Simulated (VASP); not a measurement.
# Zn6C (Im-3m) in VASP: further runs, part 2 of 2

VASP 6.6.1. The steps go on from the part before.

### 4 Relaxation of cell and atoms, PBE, target pressure 30 GPa, at which the enthalpy is minimised

Input file INCAR:

```
SYSTEM = Zn6C
  PREC = Accurate
  ENCUT = 600
  EDIFF = 1E-7
  ISMEAR = -1
  SIGMA = 0.05
  LREAL = .FALSE.
  LASPH = .TRUE.
  NELM = 100
  ALGO = Normal
  ISIF = 3
  LWAVE = .FALSE.
  LCHARG = .FALSE.
  GGA = PE
  IBRION = 2
  NSW = 60
  EDIFFG = -0.01
  PSTRESS = 300
```

Input file KPOINTS:

```
regular mesh
0
G
  5 5 5
  0 0 0
```

Input file POSCAR:

```
Zn6C
1.0
   -3.1573100000      3.1573100000      3.1573100000
    3.1573100000     -3.1573100000      3.1573100000
    3.1573100000      3.1573100000     -3.1573100000
Zn C
6 1
Direct
    0.0000000000      0.3204500000      0.3204500000
    0.0000000000      0.6795500000      0.6795500000
    0.3204500000      0.0000000000      0.3204500000
    0.6795500000      0.0000000000      0.6795500000
    0.3204500000      0.3204500000      0.0000000000
    0.6795500000      0.6795500000      0.0000000000
    0.0000000000      0.0000000000      0.0000000000
```

Potentials or basis: VASP PAW PBE potentials, release 64 (Zn, C).

Run with:

```bash
$ cat potpaw_PBE.64/Zn/POTCAR potpaw_PBE.64/C/POTCAR > POTCAR
$ mpirun -np 1 vasp_std > vasp.out
```

OUTCAR:

```text
SYSTEM = Zn6C
   PREC = Accurate
   ENCUT = 600
   EDIFF = 1E-7
   ISMEAR = -1
   LREAL = .FALSE.
   LASPH = .TRUE.
   NELM = 100
   ISIF = 3
   GGA = PE
   IBRION = 2
   NSW = 60
   EDIFFG = -0.01
   PSTRESS = 300

 ion  position               nearest neighbor table
   1  0.000  0.320  0.320-   7 2.02   2 2.27   6 2.86   3 2.86   4 2.86   5 2.86
   2  0.000  0.680  0.680-   7 2.02   1 2.27   5 2.86   4 2.86   6 2.86   3 2.86
   3  0.320  0.000  0.320-   7 2.02   4 2.27   6 2.86   1 2.86   2 2.86   5 2.86
   4  0.680  0.000  0.680-   7 2.02   3 2.27   5 2.86   1 2.86   6 2.86   2 2.86
   5  0.320  0.320  0.000-   7 2.02   6 2.27   2 2.86   4 2.86   1 2.86   3 2.86
   6  0.680  0.680  0.000-   7 2.02   5 2.27   3 2.86   1 2.86   2 2.86   4 2.86
   7  0.000  0.000  0.000-   1 2.02   2 2.02   3 2.02   4 2.02   5 2.02   6 2.02

  LATTYP: Found a body centered cubic cell.
 ALAT       =     6.3146200000

  Lattice vectors:

 A1 = (  -3.1573100000,   3.1573100000,   3.1573100000)
 A2 = (   3.1573100000,  -3.1573100000,   3.1573100000)
 A3 = (   3.1573100000,   3.1573100000,  -3.1573100000)

Analysis of symmetry for initial positions (statically):
=====================================================================
 Subroutine PRICEL returns:
 Original cell was already a primitive cell.

 Routine SETGRP: Setting up the symmetry group for a
 body centered cubic supercell.

 Subroutine GETGRP returns: Found 48 space group operations
 (whereof 48 operations were pure point group operations)
 out of a pool of 48 trial point group operations.

The static configuration has the point symmetry O_h .

Analysis of symmetry for dynamics (positions and initial velocities):
=====================================================================
 Subroutine PRICEL returns:
 Original cell was already a primitive cell.

 Routine SETGRP: Setting up the symmetry group for a
 body centered cubic supercell.

 Subroutine GETGRP returns: Found 48 space group operations
 (whereof 48 operations were pure point group operations)
 out of a pool of 48 trial point group operations.

[... 131 lines left out ...]
 NGX is ok and might be reduce to    48
   NGX = 21   NGY = 21   NGZ = 21

--------------------------------------- Ionic step        1  -------------------------------------------

 number of electron      76.0000004 magnetization

 Free energy of the ion-electron system (eV)
  ---------------------------------------------------
  ext. energy  EPLUGINS =         0.00000000
  ---------------------------------------------------
  free energy    TOTEN  =       -12.22078929 eV

  energy without entropy =      -12.20087881  energy(sigma->0) =      -12.21083405

------------------------ aborting loop because EDIFF is reached ----------------------------------------

  FORCE on cell =-STRESS in cart. coord.  units (eV):
  Direction    XX          YY          ZZ          XY          YZ          ZX
  --------------------------------------------------------------------------------------
  -------------------------------------------------------------------------------------
  Total        0.3888474      0.3888474      0.3888474      0.0000000     -0.0000000      0.0000000
  in kB        4.9485513      4.9485513      4.9485513      0.0000000     -0.0000000      0.0000000
  external PRESSURE =    -295.0514487 kB  Pullay stress =     300.0000000 kB
[... 30 lines left out ...]
--------------------------------------- Ionic step        2  -------------------------------------------

 number of electron      76.0000012 magnetization

 E-fermi :   6.2487     XC(G=0): -12.9013

 val. band max:        5.8859483296   @ k =   0.0000   0.0000   0.0000
 cond. band min:       6.2563908824   @ k =   0.0000   0.0000   0.0000
 fundamental gap:      0.3704425527
 Fermi energy:         6.2486599039

 k-point     1 :       0.0000    0.0000    0.0000
  band No.  band energies     occupation
      1     -11.9746      2.00000
      2      -5.8376      2.00000
      3      -5.8376      2.00000
      4      -5.8376      2.00000
      5      -5.1688      2.00000
      6      -4.3943      2.00000
[... 550 lines left out ...]
  energy  without entropy=      -10.3344816163  energy(sigma->0) =      -10.34312427

  enthalpy is  TOTEN    =         8.2625271576 eV   P V=       18.6142940713

[... ionic steps 4 to 7 ...]

--------------------------------------- Ionic step        8  -------------------------------------------

 number of electron      76.0000034 magnetization

------------------------ aborting loop because EDIFF is reached ----------------------------------------
[... 81 lines left out ...]
--------------------------------------- Ionic step       10  -------------------------------------------

 number of electron      76.0000035 magnetization

 Free energy of the ion-electron system (eV)
  ---------------------------------------------------
  ext. energy  EPLUGINS =         0.00000000
  ---------------------------------------------------
  free energy    TOTEN  =       -10.09344236 eV

  energy without entropy =      -10.07611157  energy(sigma->0) =      -10.08477697

 E-fermi :   3.7198     XC(G=0): -11.4070

 val. band max:        3.6869677983   @ k =   0.2000   0.2000   0.0000
 cond. band min:       3.8432363306   @ k =   0.2000   0.0000   0.0000
 fundamental gap:      0.1562685323
 Fermi energy:         3.7198141402

 k-point     1 :       0.0000    0.0000    0.0000
  band No.  band energies     occupation
      1     -11.7301      2.00000
      2      -6.1324      2.00000
      3      -6.1324      2.00000
      4      -6.1324      2.00000
      5      -5.5426      2.00000
      6      -5.3843      2.00000
[... 507 lines left out ...]
  energy  without entropy=      -10.0761115731  energy(sigma->0) =      -10.08477697

  enthalpy is  TOTEN    =         8.2443533944 eV   P V=       18.3377957559

 reached required accuracy - stopping structural energy minimisation
```

CONTCAR:

```text
Zn6C
   1.00000000000000
    -2.9037473238217704    2.9037473238217704    2.9037473238217704
     2.9037473238217704   -2.9037473238217704    2.9037473238217704
     2.9037473238217704    2.9037473238217704   -2.9037473238217704
  Zn              C
     6     1
Direct
     0.0000000000000000    0.3215321663105151    0.3215321663105151
     0.0000000000000000    0.6784678336894849    0.6784678336894849
     0.3215321663105151    0.0000000000000000    0.3215321663105151
     0.6784678336894849    0.0000000000000000    0.6784678336894849
     0.3215321663105151    0.3215321663105151    0.0000000000000000
     0.6784678336894849    0.6784678336894849    0.0000000000000000
     0.0000000000000000    0.0000000000000000    0.0000000000000000

  0.00000000E+00  0.00000000E+00  0.00000000E+00
  0.00000000E+00  0.00000000E+00  0.00000000E+00
  0.00000000E+00  0.00000000E+00  0.00000000E+00
  0.00000000E+00  0.00000000E+00  0.00000000E+00
  0.00000000E+00  0.00000000E+00  0.00000000E+00
  0.00000000E+00  0.00000000E+00  0.00000000E+00
  0.00000000E+00  0.00000000E+00  0.00000000E+00
```

Wall time 13 min (1 thread of Intel Xeon Platinum 8375C at 2.90GHz (Ice Lake), shared host); peak memory 0.37 GiB.

Results:

| Quantity | Value |
| --- | --- |
| Free energy | -10.0934 eV |
| Relaxed volume | 13.99 Å³/atom |
| Relaxed cell | a = 5.029 Å, b = 5.029 Å, c = 5.029 Å, α = 109.47°, β = 109.47°, γ = 109.47° |
| Space group after relaxing (to 0.05 Å) | Im-3m (No. 229) |
| Energy change on relaxing (the enthalpy is what falls) | +303.9 meV/atom |
| Ionic steps | 10 |
| Pressure after relaxing | 30.0 GPa |
| Largest force after relaxing | 0.006 eV/Å |
| Band gap on the k mesh | none (metal or under the smearing width) |

Forces in eV/Å, atoms in the order of the input:
```
Zn   0.006  0.000  0.000
Zn  -0.006  0.000  0.000
Zn   0.000  0.006  0.000
Zn   0.000 -0.006  0.000
Zn   0.000  0.000  0.006
Zn   0.000  0.000 -0.006
C    0.000  0.000  0.000
```

The path:
```
step  energy change (eV)  largest force (eV/Å)  pressure (GPa)  volume (Å³)
   1              0.0000                0.0330            0.49       125.90
   2             11.3582                1.2179          113.47        74.68
   3              1.8690                0.3399           27.42        99.41
   4              2.0592                0.3602           29.35        98.34
   5              2.1533                0.3700           30.30        97.83
   6              2.1938                0.6730           30.42        97.69
   7              2.1563                0.0007           30.30        97.78
   8              2.1561                0.0081           30.31        97.78
   9              2.0998                0.0031           29.73        98.08
  10              2.1273                0.0056           30.01        97.93
```

Final structure:
```cif
data_structure
_symmetry_space_group_name_H-M 'P 1'
_symmetry_Int_Tables_number 1
_cell_length_a 5.0294
_cell_length_b 5.0294
_cell_length_c 5.0294
_cell_angle_alpha 109.471
_cell_angle_beta 109.471
_cell_angle_gamma 109.471
_cell_volume 97.93
loop_
_atom_site_label
_atom_site_type_symbol
_atom_site_fract_x
_atom_site_fract_y
_atom_site_fract_z
_atom_site_occupancy
Zn1 Zn 0.00000 0.32153 0.32153 1
Zn2 Zn 0.00000 0.67847 0.67847 1
Zn3 Zn 0.32153 0.00000 0.32153 1
Zn4 Zn 0.67847 0.00000 0.67847 1
Zn5 Zn 0.32153 0.32153 0.00000 1
Zn6 Zn 0.67847 0.67847 0.00000 1
C1 C 0.00000 0.00000 0.00000 1
```

Caveat: the cell is relaxed towards a set pressure, so the enthalpy falls and the energy may rise; the volume moved by over 15 % at a fixed basis, so the end points are rough.

### 5 Relaxation of cell and atoms, PBEsol

Input file INCAR:

```
  PREC = Accurate
  ENCUT = 600
  EDIFF = 1E-6
  ISMEAR = -1
  SIGMA = 0.05
  LREAL = F
  LASPH = T
  NELM = 60
  ALGO = Normal
  ISIF = 3
  LWAVE = F
  LCHARG = F
  GGA = PS
  IBRION = 2
  NSW = 40
  EDIFFG = -0.005
```

Input file KPOINTS:

```
regular mesh
0
Gamma
  5 5 5
```

POSCAR is that of step 4.

Run with:

```bash
$ cat potpaw_PBE.64/Zn/POTCAR potpaw_PBE.64/C/POTCAR > POTCAR
$ mpirun -np 1 vasp_std > vasp.out
```

Run time: 5.1 min. Hardware: 1 thread of Intel Xeon Platinum 8488C (Sapphire Rapids), shared host; peak memory 0.35 GiB.

Results (log left out):

* Free energy: -15.1565 eV
* Relaxed volume: 17.17 Å³/atom
* Relaxed cell: a = 5.385 Å, b = 5.385 Å, c = 5.385 Å, α = 109.47°, β = 109.47°, γ = 109.47°
* Space group after relaxing (to 0.05 Å): Im-3m (No. 229)
* Energy gained by relaxing: 8.5 meV/atom
* Ionic steps: 6
* Pressure after relaxing: 0.0 GPa
* Band gap on the k mesh: none (metal or under the smearing width)

The path:
```tsv
step	energy change (eV)	largest force (eV/Å)	pressure (GPa)	volume (Å³)
1	0.0000	0.0324	-3.16	125.90
2	-0.0585	0.0705	0.35	119.54
3	-0.0593	0.0596	0.00	120.12
4	-0.0593	0.0573	-0.06	120.24
5	-0.0595	0.0336	-0.03	120.16
6	-0.0596	0.0013	-0.04	120.19
```

Final structure:
```
Zn C
1.0
    -3.10886    3.10886    3.10886
     3.10886   -3.10886    3.10886
     3.10886    3.10886   -3.10886
Zn C
6 1
Cartesian
  1.9929 0.0000 0.0000
  4.2249 0.0000 0.0000
  0.0000 1.9929 0.0000
  0.0000 4.2249 0.0000
  0.0000 0.0000 1.9929
  0.0000 0.0000 4.2249
  0.0000 0.0000 0.0000
```

Levels at points of the mesh, in eV from the Fermi level:
```
           k point  band 36  band 37  band 38  band 39  band 40  band 41
(0.00, 0.00, 0.00)    -1.93    -1.93     0.47     0.47     0.47     0.69
```

Caveat: the PAW data sets were made with another functional, which shifts forces and pressure a little.

### 6 Relaxation of cell and atoms, PBEsol+D3

Changes to INCAR since step 5:

```diff
@@ -13,2 +13,3 @@
   GGA = PS
+  IVDW = 11
   IBRION = 2
```

KPOINTS is that of step 5.

POSCAR is that of step 5.

Potentials or basis: VASP PAW PBE potentials, release 64 (Zn, C).

Run with:

```bash
$ cat potpaw_PBE.64/Zn/POTCAR potpaw_PBE.64/C/POTCAR > POTCAR
$ mpirun -np 1 vasp_std > vasp.out
```

Wall time 5.9 min (1 thread of Intel Xeon Platinum 8488C (Sapphire Rapids), shared host); peak memory 0.36 GiB.

It converged, with:

| Quantity | Value |
| --- | --- |
| Free energy | -16.7469 eV |
| Relaxed volume | 16.82 Å³/atom |
| Relaxed cell | a = 5.348 Å, b = 5.348 Å, c = 5.348 Å, α = 109.47°, β = 109.47°, γ = 109.47° |
| Space group after relaxing (to 0.05 Å) | Im-3m (No. 229) |
| Energy gained by relaxing | 17.6 meV/atom |
| Ionic steps | 8 |
| Pressure after relaxing | 0.0 GPa |
| Band gap on the k mesh | none (metal or under the smearing width) |
| Dispersion energy per atom | -0.229 eV |

The path:
```csv
step,energy change (eV),largest force (eV/Å),pressure (GPa),volume (Å³)
1,0.0000,0.0225,-4.57,125.90
2,-0.1204,0.0673,0.59,116.78
3,-0.1226,0.0555,0.06,117.69
4,-0.1226,0.0534,-0.04,117.85
5,-0.1227,0.0364,-0.06,117.81
6,-0.1228,0.0005,-0.07,117.83
7,-0.1228,0.0027,0.05,117.71
8,-0.1229,0.0015,0.00,117.77
```

Final structure:
```xyz
7
Lattice="-3.0879 3.0879 3.0879 3.0879 -3.0879 3.0879 3.0879 3.0879 -3.0879" Properties=species:S:1:pos:R:3 pbc="T T T"
Zn    1.9796    0.0000    0.0000
Zn    4.1961    0.0000    0.0000
Zn    0.0000    1.9796    0.0000
Zn    0.0000    4.1961    0.0000
Zn    0.0000    0.0000    1.9796
Zn    0.0000    0.0000    4.1961
C     0.0000    0.0000    0.0000
```

Levels at points of the mesh, in eV from the Fermi level:
```
           k point  band 36  band 37  band 38  band 39  band 40  band 41
(0.00, 0.00, 0.00)    -1.89    -1.89     0.45     0.45     0.45     0.68
```

Caveat: the PAW data sets were made with another functional, which shifts forces and pressure a little; pairwise dispersion overbinds metals, which lowers pressure and volume.

### 7 Overview

```csv
level,cell,target pressure,gap on the mesh (eV),pressure (GPa),relaxed volume (Å³/atom)
PBE,relaxed to 10 GPa,10 GPa,none,10.0,-
PBE,relaxed to 20 GPa,20 GPa,none,20.0,-
PBE,relaxed to 30 GPa,30 GPa,none,30.0,-
PBEsol,relaxed,-,none,0.0,17.17
PBEsol+D3,relaxed,-,none,0.0,16.82
```

Alike in all rows: task relaxation of cell and atoms; potentials or basis VASP PAW PBE potentials, release 64 (Zn, C); no spin polarisation; k mesh 5 × 5 × 5; cutoff (eV) 600; smearing fermi-dirac 0.05 eV.

Caveats: the cell is relaxed towards a set pressure, so the enthalpy falls and the energy may rise (some runs); the volume moved by over 15 % at a fixed basis, so the end points are rough (some runs); the PAW data sets were made with another functional, which shifts forces and pressure a little (some runs); pairwise dispersion overbinds metals, which lowers pressure and volume (some runs).

Total energies depend on the potentials used, so only differences within one code and one set of settings carry meaning.
